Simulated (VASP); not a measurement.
**Cd2As: single point with PBE**

Cd2As:

```
Cd As
1.0
     4.66737    0.00000    0.00000
     0.00000    4.66737    0.00000
     0.00000    0.00000    6.71922
Cd As
4 2
Direct
  0.00000 0.50000 0.20300
  0.00000 0.50000 0.70300
  0.50000 0.00000 0.29700
  0.50000 0.00000 0.79700
  0.00000 0.00000 0.00000
  0.50000 0.50000 0.50000
```

The cell was built by a generator and needn't be a form met in nature.

```
Program                : VASP 6.6.1
Task                   : single point
Functional             : PBE
Potentials or basis    : VASP PAW PBE potentials, release 64 (Cd, As)
Cutoff                 : 520 eV
k mesh                 : 4 × 4 × 4
Occupations            : gaussian, width 0.1 eV
Spin                   : no spin polarisation
Dipole correction      : no
Further INCAR settings : ALGO = Fast; EDIFF = 1e-06; NBANDS = 38
```

```json
{
  "Pressure": "3.7 GPa",
  "Largest force": "0.295 eV/Å",
  "Band gap on the k mesh": "none (metal or under the smearing width)"
}
```

Forces in eV/Å, atoms in the order of the input:
```
Cd   0.000  0.000  0.295
Cd   0.000  0.000  0.295
Cd   0.000  0.000 -0.295
Cd   0.000  0.000 -0.295
As   0.000  0.000  0.000
As   0.000  0.000  0.000
```

Stress tensor (GPa, compression positive):
```
4.79 0.00 0.00
0.00 4.79 0.00
0.00 0.00 1.62
```

Levels at points of the mesh, in eV from the Fermi level:
```
           k point  band 25  band 26  band 27  band 28  band 29  band 30  band 31  band 32  band 33  band 34
(0.00, 0.00, 0.00)    -3.22    -2.37    -1.29    -0.99    -0.99    -0.50     0.15     1.88     2.01     2.01
(0.50, 0.00, 0.00)    -4.00    -4.00    -1.86    -1.86     0.22     0.22     1.96     1.96     2.96     2.96
(0.50, 0.50, 0.00)    -3.36    -3.36    -3.17    -3.17    -1.01    -1.01     0.08     0.08     4.79     4.79
(0.00, 0.00, 0.50)    -2.40    -2.40    -2.21    -2.21    -0.32    -0.32     0.79     0.79     3.49     3.49
(0.50, 0.00, 0.50)    -1.98    -1.98    -1.76    -1.76    -1.48    -1.48     2.55     2.55     2.77     2.77
(0.50, 0.50, 0.50)    -4.85    -4.85    -3.64    -3.64     2.03     2.03     2.03     2.03     2.47     2.47
```

It took 66 s on 1 thread of Intel(R) Xeon(R) Platinum 8488C (Sapphire Rapids) (shared host), peak memory 0.27 GiB.
